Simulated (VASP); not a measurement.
Calculation: PBE GGA with D3 dispersion (zero damping), VASP's PBE PAW potentials (set 64) (plane waves; VASP 6.6.1).

A VASP calculation is set up with these files.

**INCAR**
```
! general
SYSTEM   =  Pt
PREC     =  Accurate
ENCUT    =  520
LREAL    =  .FALSE.
LASPH    =  .TRUE.

! electronic loop
EDIFF    =  1E-7
NELM     =  100
ALGO     =  Normal
LMAXMIX  =  6

! smearing
ISMEAR   =  1
SIGMA    =  0.1

! functional
GGA      =  PE
IVDW     =  11

! ions
ISIF     =  2

! output
LWAVE    =  .FALSE.
LCHARG   =  .FALSE.
```

**POSCAR**
```
Pt
1
    0.0000000000     1.9967636151     1.9967636151
    1.9967636151     0.0000000000     1.9967636151
    1.9967636151     1.9967636151     0.0000000000
Pt
1
Direct
  0.0000000000   0.0000000000   0.0000000000
```

KPOINTS:
```
Automatic mesh
0
Gamma
16 16 16
0 0 0
```

POTCAR, in this order: Pt (PBE.64 set). Program: vasp_std.

Unless said otherwise, spin-orbit coupling is left out, though it shifts the bands of the heavy elements here.

Predict the energy per atom (σ→0), dispersion energy, pressure, band gap (on the k-mesh).

```json
{
 "energy per atom (σ→0)": "-6.819 eV/atom",
 "dispersion_energy": "-0.729 eV",
 "band gap (on the k-mesh)": "none (metal, semimetal or under 0.01 eV)",
 "pressure": "-13.96 GPa"
}
```

### OSZICAR
```
...
DAV:   5    -0.647651735856E+01   -0.93092E-05   -0.93108E-05  3011   0.829E-02    0.110E+01
DAV:   6    -0.612840544557E+01    0.34811E+00   -0.97634E-01  2670   0.888E+00    0.580E+00
DAV:   7    -0.609413349011E+01    0.34272E-01   -0.14337E-01  2819   0.329E+00    0.243E+00
DAV:   8    -0.609109829963E+01    0.30352E-02   -0.47986E-03  2821   0.668E-01    0.497E-01
DAV:   9    -0.609092589895E+01    0.17240E-03   -0.14718E-04  2751   0.121E-01    0.155E-02
DAV:  10    -0.609093076101E+01   -0.48621E-05   -0.27465E-06  2962   0.148E-02    0.352E-03
DAV:  11    -0.609093077137E+01   -0.10367E-07   -0.49168E-08  2237   0.221E-03
   1 F= -.68195643E+01 E0= -.68192071E+01  d E =-.107157E-02
```

The compound is Pt in the fcc structure. This cell is one point of a volume scan, at 1.06 of the reference volume.
